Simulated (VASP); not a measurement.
Input:

```
CuEuP
1.0
    4.00343     0.00000     0.00000
   -2.00171     3.46707     0.00000
    0.00000     0.00000     7.90812
Eu Cu P
2 2 2
Direct
  0.00000   0.00000   0.00000
  0.00000   0.00000   0.50000
  0.66667   0.33333   0.25000
  0.33333   0.66667   0.75000
  0.66667   0.33333   0.75000
  0.33333   0.66667   0.25000
```

These are PBEsol GGA with spin-orbit coupling, VASP's PBE PAW potentials (set 64) (plane waves; VASP 6.6.1) values and carry that method's errors. Run with 400 eV cut-off, 8×8×4 Γ-centred mesh, Gaussian smearing of 0.050 eV, potentials Eu_2 Cu P.

The 4f electrons are frozen in the core of the lanthanide potential, so 4f levels, which can set the real gap, and their magnetism are missing.

Question: Give the energies of bands 39 to 52 at the high-symmetry points, in eV from the Fermi level.

Answer: 
| band | Γ | M | K | A | L | H |
|---|---|---|---|---|---|---|
| 39 | -1.34 | -3.26 | -3.23 | -2.73 | -3.40 | -3.38 |
| 40 | -1.34 | -3.26 | -3.23 | -2.73 | -3.40 | -3.38 |
| 41 | -0.73 | -2.65 | -3.04 | -0.33 | -2.17 | -3.21 |
| 42 | -0.73 | -2.65 | -3.04 | -0.33 | -2.17 | -3.21 |
| 43 | -0.66 | -1.85 | -2.84 | -0.33 | -2.17 | -3.07 |
| 44 | -0.66 | -1.85 | -2.84 | -0.33 | -2.17 | -3.07 |
| 45 | 0.28 | -1.63 | -1.54 | -0.27 | -1.48 | -1.40 |
| 46 | 0.28 | -1.63 | -1.54 | -0.27 | -1.48 | -1.40 |
| 47 | 0.30 | -1.33 | -1.50 | -0.27 | -1.48 | -1.40 |
| 48 | 0.30 | -1.33 | -1.50 | -0.27 | -1.48 | -1.40 |
| 49 | 0.67 | -0.13 | 1.11 | 1.57 | 0.24 | 0.55 |
| 50 | 0.67 | -0.13 | 1.11 | 1.57 | 0.24 | 0.55 |
| 51 | 1.78 | 0.13 | 1.20 | 1.57 | 0.24 | 0.68 |
| 52 | 1.79 | 0.13 | 1.20 | 1.57 | 0.24 | 0.68 |

It has no gap at this level: it comes out as a metal or semimetal.

The structure comes from a computed database's EuCuP entry (P6_3/mmc); how it stands against other phases isn't given here. It was relaxed first, which changed the volume by -6 %.
